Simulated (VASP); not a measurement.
# ZnBi3 (Pm-3m) in VASP: single point with PBEsol

Aim: the single point of ZnBi3 with PBEsol.

Everything below comes from runs of VASP 6.6.1. Logs are shortened: lines on timing, memory, paths and dates and some standing lists are left out, and cuts for length are marked.

### Step 1. Starting point

It takes space group Pm-3m (No. 221, cubic). Conventional cell: a = 4.788 Å, b = 4.788 Å, c = 4.788 Å, α = 90.00°, β = 90.00°, γ = 90.00°. Around Zn (site symmetry m-3m) lie 12 Bi at 3.39 Å. Around Bi (site symmetry 4/mmm) lie 4 Zn at 3.39 Å and 8 Bi at 3.39 Å.

The cell comes from a database or a generator and needn't be the stable form of this composition.

### Step 2. Single point, PBEsol

Input file INCAR:

```
SYSTEM = ZnBi3
PREC = Accurate
ENCUT = 520
EDIFF = 1E-6
ISMEAR = 0
SIGMA = 0.1
LREAL = .FALSE.
LASPH = .TRUE.
NELM = 100
ALGO = Fast
ISIF = 2
LWAVE = .FALSE.
LCHARG = .FALSE.
GGA = PS
NBANDS = 36
```

Input file KPOINTS:

```
regular mesh
0
G
  10 10 10
  0 0 0
```

Input file POSCAR:

```
ZnBi3
1.0
    4.7880304075      0.0000000000      0.0000000000
    0.0000000000      4.7880304075      0.0000000000
    0.0000000000      0.0000000000      4.7880304075
Zn Bi
1 3
Direct
    0.0000000000      0.0000000000      0.0000000000
    0.0000000000      0.5000000000      0.5000000000
    0.5000000000      0.0000000000      0.5000000000
    0.5000000000      0.5000000000      0.0000000000
```

Potentials or basis: VASP PAW PBE potentials, release 64 (Zn, Bi_d).

On the command line:

```bash
$ cat potpaw_PBE.64/Zn/POTCAR potpaw_PBE.64/Bi_d/POTCAR > POTCAR
$ mpirun -np 1 vasp_std > vasp.out
```

OUTCAR:

```text
SYSTEM = ZnBi3
   PREC = Accurate
   ENCUT = 520
   EDIFF = 1E-6
   ISMEAR = 0
   LREAL = .FALSE.
   LASPH = .TRUE.
   NELM = 100
   ISIF = 2
   GGA = PS

 ion  position               nearest neighbor table
   1  0.000  0.000  0.000-   2 3.39   3 3.39   4 3.39   2 3.39   3 3.39   2 3.39   4 3.39   2 3.39
                             3 3.39   4 3.39   3 3.39   4 3.39
   2  0.000  0.500  0.500-   1 3.39   3 3.39   4 3.39   1 3.39   4 3.39   1 3.39   3 3.39   1 3.39
                             3 3.39   4 3.39   4 3.39   3 3.39
   3  0.500  0.000  0.500-   1 3.39   2 3.39   4 3.39   1 3.39   4 3.39   2 3.39   4 3.39   4 3.39
                             1 3.39   2 3.39   1 3.39   2 3.39
   4  0.500  0.500  0.000-   1 3.39   2 3.39   3 3.39   2 3.39   3 3.39   1 3.39   3 3.39   3 3.39
                             1 3.39   2 3.39   2 3.39   1 3.39

  LATTYP: Found a simple cubic cell.
 ALAT       =     4.7880304075

  Lattice vectors:

 A1 = (   4.7880304075,   0.0000000000,   0.0000000000)
 A2 = (   0.0000000000,   4.7880304075,   0.0000000000)
 A3 = (   0.0000000000,   0.0000000000,   4.7880304075)

Analysis of symmetry for initial positions (statically):
=====================================================================
 Subroutine PRICEL returns:
 Original cell was already a primitive cell.

 Routine SETGRP: Setting up the symmetry group for a
 simple cubic supercell.

 Subroutine GETGRP returns: Found 48 space group operations
 (whereof 48 operations were pure point group operations)
 out of a pool of 48 trial point group operations.

The static configuration has the point symmetry O_h .

Analysis of symmetry for dynamics (positions and initial velocities):
=====================================================================
 Subroutine PRICEL returns:
 Original cell was already a primitive cell.

 Routine SETGRP: Setting up the symmetry group for a
 simple cubic supercell.

 Subroutine GETGRP returns: Found 48 space group operations
 (whereof 48 operations were pure point group operations)
 out of a pool of 48 trial point group operations.

The dynamic configuration has the point symmetry O_h .

 Subroutine INISYM returns: Found 48 space group operations
 (whereof 48 operations are pure point group operations),
 and found     1 'primitive' translations

----------------------------------------------------------------------------------------

                                     Primitive cell

  volume of cell :     109.7667

  direct lattice vectors                    reciprocal lattice vectors
     4.788030407  0.000000000  0.000000000     0.208854146  0.000000000  0.000000000
     0.000000000  4.788030407  0.000000000     0.000000000  0.208854146  0.000000000
[... 96 lines left out ...]
   ISYM   =      2    0-nonsym 1-usesym 2-fastsym
   POTIM  = 0.5000    time-step for ionic-motion
   TEBEG  =    0.0;   TEEND  =   0.0 temperature during run
   PSTRESS=    0.0 pullay stress
   NELECT =      57.0000    total number of electrons
   NUPDOWN=      -1.0000    fix difference up-down
   EMIN   =  10.00;   EMAX   =-10.00  energy-range for DOS
   EFERMI =   0.00;   METHOD = LEGACY
   ISMEAR =     0;   SIGMA  =   0.10  broadening in eV -4-tet -1-fermi 0-gaus
   EFERMI_NEDOS =   21; number of points for ismear=-14 and -15
   IALGO  =     68    algorithm
   IMIX   =      4    mixing-type and parameters
     AMIX     =   0.40;   BMIX     =  1.00
     AMIX_MAG =   1.60;   BMIX_MAG =  1.00
  volume/ion in A,a.u.               =      27.44       185.19
  Fermi-wavevector in a.u.,A,eV,Ry     =   1.315860  2.486614 23.558303  1.731486
  Thomas-Fermi vector in A             =   2.446012
   LORBIT       =      0    0 simple, 1 ext, 2 COOP (PROOUT), +10 PAW based schemes
   GGA     = PS    functional components
   LHFCALC =     F    Hartree Fock is set to
   AEXX    =    0.0000 exact exchange contribution
   IVDW    =     0    specifies the selected vdW correction
   LEPSILON=     F    determine dielectric tensor
   LRPA    =     F    only Hartree local field effects (RPA)
 non-spin polarized calculation
 RMM-DIIS sequential band-by-band and
 Gauss-broadening in eV      SIGMA  =   0.10
  energy-cutoff  :      520.00
  volume of cell :      109.77
 maximum number of plane-waves:      3016
 NGX is ok and might be reduce to    36
   NGX = 17   NGY = 17   NGZ = 17

 number of electron      57.0000080 magnetization

 Free energy of the ion-electron system (eV)
  ---------------------------------------------------
  ext. energy  EPLUGINS =         0.00000000
  ---------------------------------------------------
  free energy    TOTEN  =       -13.74315153 eV

  energy without entropy =      -13.73167277  energy(sigma->0) =      -13.73741215

 E-fermi :   6.9220     XC(G=0): -10.5638

 val. band max:        6.9146634087   @ k =   0.5000   0.3000   0.2000
 cond. band min:       6.9223635153   @ k =   0.5000   0.2000   0.0000
 fundamental gap:      0.0077001065
 Fermi energy:         6.9219526871

 k-point     1 :       0.0000    0.0000    0.0000
  band No.  band energies     occupation
      1     -16.0593      2.00000
      2     -16.0593      2.00000
      3     -16.0593      2.00000
      4     -16.0248      2.00000
      5     -15.9535      2.00000
      6     -15.9535      2.00000
[... 925 lines left out ...]
     35      13.0091      0.00000
     36      13.0651      0.00000

 [... further k-points ...]

------------------------ aborting loop because EDIFF is reached ----------------------------------------

  FORCE on cell =-STRESS in cart. coord.  units (eV):
  Direction    XX          YY          ZZ          XY          YZ          ZX
  --------------------------------------------------------------------------------------
  -------------------------------------------------------------------------------------
  Total       -0.0399769     -0.0399769     -0.0399769      0.0000000     -0.0000000      0.0000000
  in kB       -0.5835107     -0.5835107     -0.5835107      0.0000000     -0.0000000      0.0000000
  external PRESSURE =      -0.5835107 kB  Pullay stress =       0.0000000 kB

 VOLUME and BASIS-vectors are now :
 -----------------------------------------------------------------------------
  energy-cutoff  :      520.00
  volume of cell :      109.77
      direct lattice vectors                 reciprocal lattice vectors
     4.788030407  0.000000000  0.000000000     0.208854146  0.000000000  0.000000000
     0.000000000  4.788030407  0.000000000     0.000000000  0.208854146  0.000000000
     0.000000000  0.000000000  4.788030407     0.000000000  0.000000000  0.208854146

 POSITION                                       TOTAL-FORCE (eV/Angst)
 -----------------------------------------------------------------------------------
      0.00000      0.00000      0.00000         0.000000      0.000000      0.000000
      0.00000      2.39402      2.39402         0.000000      0.000000      0.000000
      2.39402      0.00000      2.39402         0.000000      0.000000      0.000000
      2.39402      2.39402      0.00000         0.000000      0.000000      0.000000
 -----------------------------------------------------------------------------------
    total drift:                                0.000000      0.000000      0.000000

  FREE ENERGIE OF THE ION-ELECTRON SYSTEM (eV)
  ---------------------------------------------------
  free  energy   TOTEN  =       -13.7431515252 eV

  energy  without entropy=      -13.7316727714  energy(sigma->0) =      -13.73741215
```

OSZICAR:

```text
N       E                     dE             d eps       ncg     rms          rms(c)
DAV:   1     0.612614683248E+03    0.61261E+03   -0.29537E+04  4032   0.206E+03
DAV:   2     0.544216535791E+02   -0.55819E+03   -0.54982E+03  4036   0.535E+02
DAV:   3    -0.108581766520E+02   -0.65280E+02   -0.64285E+02  4564   0.193E+02
DAV:   4    -0.137252269713E+02   -0.28671E+01   -0.28529E+01  4540   0.420E+01
DAV:   5    -0.138601084583E+02   -0.13488E+00   -0.13487E+00  5412   0.829E+00    0.163E+00
RMM:   6    -0.137547193028E+02    0.10539E+00   -0.50359E-01  4389   0.432E+00    0.144E+00
RMM:   7    -0.137455322400E+02    0.91871E-02   -0.41816E-02  5010   0.174E+00    0.626E-01
RMM:   8    -0.137428074484E+02    0.27248E-02   -0.14246E-02  4828   0.841E-01    0.138E-01
RMM:   9    -0.137430462200E+02   -0.23877E-03   -0.47503E-03  5712   0.605E-01    0.472E-02
RMM:  10    -0.137431341276E+02   -0.87908E-04   -0.11421E-03  6523   0.206E-01    0.211E-02
RMM:  11    -0.137431492440E+02   -0.15116E-04   -0.17988E-04  6425   0.992E-02    0.113E-02
RMM:  12    -0.137431532539E+02   -0.40099E-05   -0.55935E-05  6387   0.413E-02    0.925E-03
RMM:  13    -0.137431512419E+02    0.20120E-05   -0.78312E-06  4665   0.209E-02    0.149E-03
RMM:  14    -0.137431515252E+02   -0.28336E-06   -0.26741E-06  2951   0.111E-02
   1 F= -.13743152E+02 E0= -.13737412E+02  d E =-.114788E-01
```

Wall time 83 s (1 thread of AMD EPYC 9R45 (Zen 5), shared host); peak memory 0.3 GiB.

What came out:

| Quantity | Value |
| --- | --- |
| Free energy | -13.7432 eV |
| Pressure | -0.1 GPa |
| Band gap on the k mesh | none (metal or under the smearing width) |

Caveat: the PAW data sets were made with another functional, which shifts forces and pressure a little; spin-orbit coupling is left out, which moves the levels of the heavy elements.
